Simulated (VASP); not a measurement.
Output of a VASP run:

### OSZICAR
```
       N       E                     dE             d eps       ncg     rms          rms(c)
DAV:   1     0.382649647185E+03    0.38265E+03   -0.20963E+04  1750   0.179E+03
DAV:   2    -0.448326217033E+01   -0.38713E+03   -0.37969E+03  1892   0.454E+02
DAV:   3    -0.360614185322E+02   -0.31578E+02   -0.30270E+02  2512   0.113E+02
DAV:   4    -0.370813352431E+02   -0.10199E+01   -0.10155E+01  2136   0.210E+01
DAV:   5    -0.371130084626E+02   -0.31673E-01   -0.31632E-01  2499   0.346E+00    0.299E+01
DAV:   6    -0.351909054192E+02    0.19221E+01   -0.14748E+01  2488   0.307E+01    0.141E+01
DAV:   7    -0.353411375983E+02   -0.15023E+00   -0.23349E+01  2400   0.321E+01    0.129E+01
DAV:   8    -0.343628698941E+02    0.97827E+00   -0.19099E+00  2315   0.117E+01    0.514E+00
DAV:   9    -0.342911395292E+02    0.71730E-01   -0.25072E+00  2571   0.907E+00    0.299E+00
DAV:  10    -0.342096580756E+02    0.81481E-01   -0.55975E-01  2453   0.531E+00    0.391E-01
DAV:  11    -0.342123176701E+02   -0.26596E-02   -0.10175E-02  2368   0.846E-01    0.518E-01
DAV:  12    -0.342098200208E+02    0.24976E-02   -0.13123E-02  2369   0.777E-01    0.102E-01
DAV:  13    -0.342098346570E+02   -0.14636E-04   -0.17829E-04  2110   0.979E-02    0.787E-02
DAV:  14    -0.342097800481E+02    0.54609E-04   -0.37071E-04  2503   0.129E-01    0.104E-02
DAV:  15    -0.342097799929E+02    0.55210E-07   -0.46222E-06  1868   0.191E-02
   1 F= -.24197706E+02 E0= -.24198521E+02  d E =-.241977E+02
```

File OUTCAR:
```
------------------------ aborting loop because EDIFF is reached ----------------------------------------
  FORCE on cell =-STRESS in cart. coord.  units (eV):
  Direction    XX          YY          ZZ          XY          YZ          ZX
  --------------------------------------------------------------------------------------
  Total        9.9919297      9.9919297      9.9919297      0.0000000      0.0000000      0.0000000
  in kB      299.3963960    299.3963960    299.3963960      0.0000000      0.0000000      0.0000000
  external PRESSURE =      -0.6036040 kB  Pullay stress =     300.0000000 kB
  volume of cell :       53.47
      direct lattice vectors                 reciprocal lattice vectors
     3.767365829  0.000000000  0.000000000     0.265437456  0.000000000  0.000000000
     0.000000000  3.767365829  0.000000000     0.000000000  0.265437456  0.000000000
     0.000000000  0.000000000  3.767365829     0.000000000  0.000000000  0.265437456
 POSITION                                       TOTAL-FORCE (eV/Angst)
 -----------------------------------------------------------------------------------
      0.00000      0.00000      0.00000         0.000000      0.000000      0.000000
      0.00000      1.88368      1.88368         0.000000      0.000000      0.000000
      1.88368      0.00000      1.88368         0.000000      0.000000      0.000000
      1.88368      1.88368      0.00000         0.000000      0.000000      0.000000
 -----------------------------------------------------------------------------------
    total drift:                                0.000000      0.000000      0.000000
  FREE ENERGIE OF THE ION-ELECTRON SYSTEM (eV)
  ---------------------------------------------------
  free  energy   TOTEN  =       -34.2097799929 eV

  energy  without entropy=      -34.2122249963  energy(sigma->0) =      -34.21059499
  enthalpy is  TOTEN    =       -24.1977058909 eV   P V=       10.0120741020

 reached required accuracy - stopping structural energy minimisation
```
(Selected blocks of OUTCAR.)

POSCAR:
```
Pt3Ti
1
    3.7673658292    -0.0000000000     0.0000000000
    0.0000000000     3.7673658292     0.0000000000
   -0.0000000000     0.0000000000     3.7673658292
Ti Pt
1 3
Direct
  0.0000000000   0.0000000000   0.0000000000
  0.0000000000   0.5000000000   0.5000000000
  0.5000000000   0.0000000000   0.5000000000
  0.5000000000   0.5000000000   0.0000000000
```

### Question
Write an INCAR and KPOINTS that could have produced this output.

### Answer
One answer among several that fit: the input of the run itself, LDA (Ceperley-Alder, Perdew-Zunger), plane waves, VASP's LDA PAW potentials (set 64).

File KPOINTS:
```
Automatic mesh
0
Gamma
8 8 8
0 0 0
```

**INCAR**
```
SYSTEM = Pt3Ti
PREC = Accurate
ENCUT = 500
EDIFF = 1E-6
NELM = 100
ALGO = Normal
LREAL = .FALSE.
LASPH = .TRUE.
ISMEAR = 1
SIGMA = 0.1
LMAXMIX = 6
LWAVE = .FALSE.
LCHARG = .FALSE.
IBRION = 2
ISIF = 3
NSW = 40
EDIFFG = -0.02
PSTRESS = 300
```

POTCAR, in this order: Ti_sv Pt (LDA.64 set). Program: vasp_std.

The compound is Pt3Ti in the L1_2 structure. It was relaxed first under an external pressure of 30 GPa.
